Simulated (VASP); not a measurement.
A run of VASP 6.6.1:

File POSCAR:

```
AsC
1.0
    0.0000000000      2.2236472413      2.2236472413
    2.2236472413      0.0000000000      2.2236472413
    2.2236472413      2.2236472413      0.0000000000
C As
1 1
Direct
    0.0000000000      0.0000000000      0.0000000000
    0.5000000000      0.5000000000      0.5000000000
```

File INCAR.step1:

```
SYSTEM = AsC
  ALGO = Normal
  EDIFF = 1E-4
  ENCUT = 520
  GGA = PE
  ISMEAR = -1
  LASPH = .TRUE.
  LCHARG = .FALSE.
  LREAL = .FALSE.
  LWAVE = .TRUE.
  NBANDS = 12
  NELM = 100
  PREC = Accurate
  SIGMA = 0.1
```

Contents of INCAR.step2:

```
SYSTEM = AsC
  ALGO = Normal
  EDIFF = 1E-6
  ENCUT = 520
  ISIF = 2
  ISMEAR = -1
  ISTART = 1
  LASPH = .TRUE.
  LCHARG = .FALSE.
  LMIXTAU = .TRUE.
  LREAL = .FALSE.
  LWAVE = .FALSE.
  METAGGA = R2SCAN
  NBANDS = 12
  NELM = 100
  PREC = Accurate
  SIGMA = 0.1
```

Contents of KPOINTS:

```
k-points
0
G
  6 6 6
  0 0 0
```

Potentials or basis: VASP PAW PBE potentials, release 64 (C, As).

Launch:

```sh
$ cat potpaw_PBE.64/C/POTCAR potpaw_PBE.64/As/POTCAR > POTCAR
$ cp INCAR.step1 INCAR
$ mpirun -np 1 vasp_std > vasp.out
$ cp INCAR.step2 INCAR
$ mpirun -np 1 vasp_std > vasp.out
```

Hardware: 1 thread of Intel(R) Xeon(R) 6975P-C (Granite Rapids), with other jobs on the host.

Task: How long does it take, and how much memory?

Result: Run time: 14 s on 1 thread of Intel(R) Xeon(R) 6975P-C (Granite Rapids), with other jobs on the host, peak memory 0.14 GiB. Counts: scf iterations 10, k points 16.
